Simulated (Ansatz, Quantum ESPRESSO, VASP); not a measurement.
**One structure in several programs: LaCu2 (P6/mmm, 3 atoms in the cell)**

Self-consistent single point.

```
CELL_PARAMETERS angstrom
      4.30029     0.00000     0.00000
     -2.15015     3.72416     0.00000
      0.00000     0.00000     3.85096
ATOMIC_POSITIONS crystal
  La 0.00000 0.00000 0.00000
  Cu 0.33333 0.66667 0.50000
  Cu 0.66667 0.33333 0.50000
```

Shared settings, as Ansatz (a quantum-chemistry and plane-wave program) writes them: kpoints.mp_grid.grid = 9 9 9; scf.occupations.method = fermi_dirac; scf.occupations.width = 0.05 eV. Potentials and cutoffs stand in the table.

```json
[
 {"code": "VASP", "model": "PBEsol, VASP's PBE PAW potentials (set 64)", "pressure (GPa)": "-3.63", "cutoff": "300 eV"},
 {"code": "Quantum ESPRESSO", "model": "PBEsol, GBRV 1.5 ultrasoft (PBESOL) pseudopotentials", "pressure (GPa)": "-2.97", "cutoff": "50 Ry"},
 {"code": "Ansatz", "model": "PBEsol, default PAW files made with PBE", "pressure (GPa)": "-2.61", "cutoff": "default"}
]
```

On Ansatz's run: spin polarisation is off.

The spread over the programs that give each value: pressure within 1.02 GPa.

Ansatz's pressure is given at a fixed set of plane waves, as the other plane-wave codes print theirs; with its correction for the finite basis it is -2.57 GPa.

VASP's run is marked for a possible Pulay error in its stress at this cutoff; no cutoff test was made.

The starting cell comes from a database of computed structures (which also holds hypothetical and non-ambient phases and stackings), without a prior relaxation at this level.

Left out of this page: Elk and FLEUR (not drawn, or without a comparable value).

Keys are those of Ansatz 0.2.
